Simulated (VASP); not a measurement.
```
CELL_PARAMETERS angstrom
      1.65731    -8.71203     0.00000
      1.65731     8.71203     0.00000
      0.00000     0.00000     4.73810
ATOMIC_POSITIONS crystal
  P  0.05985 0.94015 0.90713
  P  0.44015 0.55985 0.40713
  P  0.55985 0.44015 0.59287
  P  0.94015 0.05985 0.09287
```

Method: revPBE GGA, VASP's PBE PAW potentials (set 64) (plane waves; VASP). Run with 520 eV cut-off, 8×8×5 Γ-centred mesh, tetrahedra with Blöchl corrections, potentials P.

The cores are frozen, which limits the accuracy of field gradients. Without a dispersion term in the relaxation, distances and binding between the weakly bound layers, chains or molecules are unreliable, and so is what depends on them.

Give the principal components of the electric field gradient (V/Å²) and the asymmetry η at each nucleus.

```csv
atom,Vxx,Vyy,Vzz,η
P1,43.7,37.9,-81.6,0.07
P2,43.7,37.9,-81.6,0.07
P3,43.7,37.9,-81.6,0.07
P4,43.7,37.9,-81.6,0.07
```

The compound is P in the black structure. It was relaxed first, which changed the volume by +80 %.
